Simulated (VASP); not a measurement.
```
CELL_PARAMETERS angstrom
      0.00000     3.22758     3.22758
      3.22758     0.00000     3.22758
      3.22758     3.22758     0.00000
ATOMIC_POSITIONS crystal
  In 0.00000 0.00000 0.00000
  Sb 0.25000 0.25000 0.25000
```

Calculation: SCAN meta-GGA, VASP's PBE PAW potentials (set 64) (plane waves; VASP). Run with 520 eV cut-off, 10×10×10 Γ-centred mesh, first-order Methfessel-Paxton smearing of 0.10 eV, potentials In_d Sb.

**Question.** Give the stress tensor in GPa (positive for a compressed cell).

**Answer.** 
```
1.46  0.00  0.00
0.00  1.46  0.00
0.00  0.00  1.46
```
The pressure is its mean diagonal, 1.46 GPa.

The compound is InSb in the zinc blende structure. This cell is one point of a volume scan, at 0.97 of the reference volume.
